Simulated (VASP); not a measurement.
A run of VASP 6.6.1:

Contents of INCAR:

```
SYSTEM = CdGe2
PREC = Accurate
ENCUT = 520
EDIFF = 1E-7
ISMEAR = 0
SIGMA = 0.1
LREAL = .FALSE.
LASPH = .TRUE.
NELM = 100
ALGO = Fast
ISIF = 2
LWAVE = .FALSE.
LCHARG = .TRUE.
GGA = PE
LELF = .TRUE.
LVHAR = .TRUE.
NBANDS = 49
```

Contents of KPOINTS:

```
regular mesh
0
G
  8 8 8
  0 0 0
```

The input POSCAR:

```
CdGe2
1.0
    0.0000000000      4.0174363846      4.0174363846
    4.0174363846      0.0000000000      4.0174363846
    4.0174363846      4.0174363846      0.0000000000
Cd Ge
2 4
Direct
    0.5000000000      0.5000000000      0.5000000000
    0.7500000000      0.7500000000      0.7500000000
    0.1250000000      0.1250000000      0.1250000000
    0.6250000000      0.1250000000      0.1250000000
    0.1250000000      0.1250000000      0.6250000000
    0.1250000000      0.6250000000      0.1250000000
```

Potentials or basis: VASP PAW PBE potentials, release 64 (Cd, Ge_d).

Launch:

```sh
$ cat potpaw_PBE.64/Cd/POTCAR potpaw_PBE.64/Ge_d/POTCAR > POTCAR
$ mpirun -np 1 vasp_std > vasp.out
```

Hardware: 1 thread of Intel(R) Xeon(R) Platinum 8375C CPU @ 2.90GHz (Ice Lake) (shared host).

Problem. How long does it take, and how much memory?

Solution. Wall time 3.6 min on 1 thread of Intel(R) Xeon(R) Platinum 8375C CPU @ 2.90GHz (Ice Lake), with other jobs on the host, peak memory 0.34 GiB. Counts: scf iterations 16, k points 29.
